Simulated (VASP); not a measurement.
Here is the system:

```
AlPd
1.0
    0.00000     2.03708     2.03708
    2.03708     0.00000     2.03708
    7.52035     7.52035     0.62798
Pd Al
2 2
Cartesian
  7.45688   7.45688   0.69145
  3.98064   3.98064   4.16769
  3.70292   3.70292   0.37125
  7.73461   7.73461   4.48789
```

Computed with PBEsol GGA, VASP's PBE PAW potentials (set 64) (plane waves; VASP). Run with 400 eV cut-off, 15×15×4 Γ-centred mesh, tetrahedra with Blöchl corrections, potentials Pd Al.

For a metal the tetrahedron method with Blöchl corrections gives inexact stress and forces.

**Question.** Which forces act on the atoms, in eV/Å?

**Answer.** 
| atom | Fx | Fy | Fz |
|---|---|---|---|
| Pd1 | 0.028 | 0.028 | -0.028 |
| Pd2 | -0.028 | -0.028 | 0.028 |
| Al3 | 0.083 | 0.083 | -0.083 |
| Al4 | -0.083 | -0.083 | 0.083 |

**Question.** Give the stress tensor in GPa (positive for a compressed cell).

**Answer.** 
```
-0.08   0.06  -0.06
 0.06  -0.08  -0.06
-0.06  -0.06  -0.08
```
The pressure is its mean diagonal, -0.08 GPa.

The structure was generated: Al2Pd2 was put into an ordered model structure (R-3m), which need not be its known phase. It was relaxed first.
